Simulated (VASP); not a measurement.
These are r2SCAN+rVV10, VASP's PBE PAW potentials (set 64) (plane waves; VASP) values and carry that method's errors.

Input for VASP

### POSCAR
```
CsCl
8.1779470
  0.4999999773   0.0000000000   0.0000000000
  0.0000000000   0.4999999773   0.0000000000
  0.0000000000   0.0000000000   0.4999999773
Cs Cl
1 1
Cartesian
  0.0000000000   0.0000000000   0.0000000000
  0.2499999886   0.2499999886   0.2499999886
```

### INCAR
```
SYSTEM = CsCl
PREC = Accurate
ENCUT = 520
EDIFF = 1E-7
NELM = 100
ALGO = Normal
LREAL = .FALSE.
LASPH = .TRUE.
ISMEAR = 0
SIGMA = 0.05
METAGGA = R2SCAN
LUSE_VDW = .TRUE.
BPARAM = 11.95
CPARAM = 0.0093
LMIXTAU = .TRUE.
LMAXMIX = 4
LWAVE = .FALSE.
LCHARG = .FALSE.
ISIF = 2
```

### KPOINTS
```
Automatic mesh
0
gamma
  7 7 7
0 0 0
```

POTCAR, in this order: Cs_sv Cl (PBE.64 set). Program: vasp_std.

Unless said otherwise, spin-orbit coupling is left out, though it shifts the bands of the heavy elements here.

Task: What does the run give for the energy per atom (σ→0), band gap (on the k-mesh)?

Result: 
- energy per atom (σ→0) = -17.480 eV/atom
- band gap (on the k-mesh) = 5.81 eV

**OSZICAR**
```
...
DAV:  15    -0.349591916031E+02   -0.89432E-05   -0.53956E-06   584   0.275E-02    0.476E-03
DAV:  16    -0.349591984753E+02   -0.68722E-05   -0.68132E-05   500   0.113E-01    0.229E-03
DAV:  17    -0.349592222948E+02   -0.23820E-04   -0.13753E-05   528   0.504E-02    0.244E-03
DAV:  18    -0.349592214563E+02    0.83852E-06   -0.57706E-07   608   0.756E-03    0.187E-03
DAV:  19    -0.349592220866E+02   -0.63031E-06   -0.39028E-07   532   0.788E-03    0.546E-04
DAV:  20    -0.349592221943E+02   -0.10769E-06   -0.88430E-08   384   0.355E-03    0.272E-04
DAV:  21    -0.349592222059E+02   -0.11579E-07   -0.13585E-08   320   0.102E-03
   1 F= -.34959222E+02 E0= -.34959222E+02  d E =-.317975E-19
```

The compound is CsCl in the CsCl type structure. It was relaxed first.
